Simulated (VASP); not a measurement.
VASP runs on Co (hcp) share one base input (PBE GGA, plane waves, VASP's PBE PAW potentials (set 64)) and change the settings named in each case.

**POSCAR**
```
Co
1
    1.2801000000    -2.2171980000     0.0000000000
    1.2801000000     2.2171980000     0.0000000000
    0.0000000000     0.0000000000     4.1514000000
Co
2
Direct
  0.3333330000   0.6666670000   0.2500000000
  0.6666670000   0.3333330000   0.7500000000
```

**KPOINTS**
```
Automatic
0
gamma
15 15 8
```

INCAR:
```
SYSTEM = Co
PREC = Accurate
ENCUT = 400
EDIFF = 1E-6
NELM = 100
ALGO = Normal
LREAL = .FALSE.
LASPH = .TRUE.
ISMEAR = 1
SIGMA = 0.1
GGA = PE
LMAXMIX = 4
ISPIN = 2
MAGMOM = 1.8 1.8
LORBIT = 10
LWAVE = .FALSE.
LCHARG = .FALSE.
ISIF = 2
```

POTCAR, in this order: Co (PBE.64 set). Program: vasp_std.

```json
[
 {"change": "base run", "E(σ→0) (eV/atom)": "-6.9904", "pressure (GPa)": "-15.34", "−TS (eV)": "0.0000"},
 {"change": "SIGMA = 0.01", "E(σ→0) (eV/atom)": "-6.9902", "pressure (GPa)": "-15.34", "−TS (eV)": "0.0000"},
 {"change": "ISMEAR = 2", "E(σ→0) (eV/atom)": "-6.9903", "pressure (GPa)": "-15.36", "−TS (eV)": "-0.0006"},
 {"change": "ISMEAR = 2, SIGMA = 0.02", "E(σ→0) (eV/atom)": "-6.9902", "pressure (GPa)": "-15.40", "−TS (eV)": "-0.0001"},
 {"change": "ISMEAR = 0, SIGMA = 0.5", "E(σ→0) (eV/atom)": "-6.9820", "pressure (GPa)": "-14.09", "−TS (eV)": "-0.2919"},
 {"change": "ISMEAR = 0, SIGMA = 0.2", "E(σ→0) (eV/atom)": "-6.9900", "pressure (GPa)": "-15.14", "−TS (eV)": "-0.0373"},
 {"change": "ISMEAR = -1, SIGMA = 0.05", "E(σ→0) (eV/atom)": "-6.9903", "pressure (GPa)": "-15.26", "−TS (eV)": "-0.0147"},
 {"change": "ISMEAR = -5, SIGMA removed", "E(σ→0) (eV/atom)": "-6.9882", "pressure (GPa)": "-15.52", "−TS (eV)": "0.0000"},
 {"change": "ISMEAR = -4, SIGMA removed", "E(σ→0) (eV/atom)": "-6.9706", "pressure (GPa)": "-15.28", "−TS (eV)": "0.0000"}
]
```

Left out are runs that ran out of time, are held back, or changed the cell or the kind of run, fixed moments of cells without a moment, rows past the twelfth, gaps on odd meshes, pressures of charged cells and columns that move by less than the noise.

The compound is Co in the hcp structure. The cell was not relaxed at this level. The spin order is the one that the start imposed; others were not tried in this run.
